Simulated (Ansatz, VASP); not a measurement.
# Two plane-wave programs on TeAs2

Contents of INCAR:

```
PREC     = Accurate       # precision mode
ENCUT    = 600            # plane-wave cutoff, eV
EDIFF    = 1E-6           # SCF threshold, eV
ISMEAR   = 0              # smearing method
SIGMA    = 0.1            # smearing width, eV
LREAL    = F              # projectors in reciprocal space
LASPH    = T              # aspherical terms in the spheres
NELM     = 100            # most SCF steps
ALGO     = Normal         # electronic algorithm
ISIF     = 3              # what is computed and relaxed
LWAVE    = F              # write WAVECAR
LCHARG   = F              # write CHGCAR
GGA      = PE             # functional
IVDW     = 12             # dispersion correction
IBRION   = 2              # ionic algorithm
NSW      = 100            # ionic steps
EDIFFG   = -0.01          # ionic threshold
```

File KPOINTS:

```
regular mesh
0
Gamma
  12 12 4
```

The input POSCAR:

```
TeAs2
1.0
    4.0425388091      0.0000000000      0.0000000000
   -2.0212694046      3.5009413045      0.0000000000
    0.0000000000      0.0000000000     11.6236073494
Te As
2 4
Direct
    0.0000000000      0.0000000000      0.0000000000
    0.0000000000      0.0000000000      0.5000000000
    0.3333333333      0.6666666667      0.1466466350
    0.6666666667      0.3333333333      0.8533533650
    0.3333333333      0.6666666667      0.3533533650
    0.6666666667      0.3333333333      0.6466466350
```

Input for Ansatz:

```yaml
crystal:
  lattice:
    - [4.0425388091, 0.0, 0.0]
    - [-2.0212694046, 3.5009413045, 0.0]
    - [0.0, 0.0, 11.6236073494]
  atoms:
    - { symbol: Te, position: [0.0, 0.0, 0.0] }
    - { symbol: Te, position: [0.0, 0.0, 0.5] }
    - { symbol: As, position: [0.3333333333, 0.6666666667, 0.146646635] }
    - { symbol: As, position: [0.6666666667, 0.3333333333, 0.853353365] }
    - { symbol: As, position: [0.3333333333, 0.6666666667, 0.353353365] }
    - { symbol: As, position: [0.6666666667, 0.3333333333, 0.646646635] }
basis:
  ecutwfc: 420
kpoints:
  mp_grid: { grid: [12, 12, 4] }
hamiltonian:
  xc: pbe
  dispersion: d3bj
scf:
  occupations: { method: gaussian, width: 0.1 }
output:
  forces: true
  stress: true
  eigenvalues: true
  write_density: true
  write_potential: true
  elf: true
  volumetric_format: npy
relax:
  adjacent_minimum: "off"
  f_tol: 0.01
  max_steps: 80
  cell: { stress_tol: 0.05 }
```

Alike in both runs: task relaxation of cell and atoms; functional PBE; dispersion D3(BJ); k mesh 12 × 12 × 4; occupations gaussian, width 0.1 eV; no spin polarisation.

|  | VASP | Ansatz |
| --- | --- | --- |
| version | VASP 6.6.1 | Ansatz 0.2.0 |
| potentials or method | VASP PAW PBE potentials, release 64 (Te, As) | scalar-relativistic, plane waves, PAW |
| plane-wave cutoff (eV) | 600 | 420 |
| valence electrons in the cell | 32 | 92 |

VASP gave:

```
gap on the k mesh at the Fermi level, each at its own relaxed structure (eV) : none
relaxed volume (Å³/atom)                                                     : 27.29
relaxed cell length with the largest relative difference (Å)                 : 11.603
```

Estimate Ansatz's values.

gap on the k mesh at the Fermi level, each at its own relaxed structure (eV): none; relaxed volume (Å³/atom): 27.25; relaxed cell length with the largest relative difference (Å): 11.592.

A gap of «none» marks a metal or a gap that the smearing closes. The two sets of potentials don't hold the same shells in valence.

Caveats: pairwise dispersion overbinds metals, which lowers pressure and volume. Spin-orbit coupling is left out, which matters for the levels of Te.
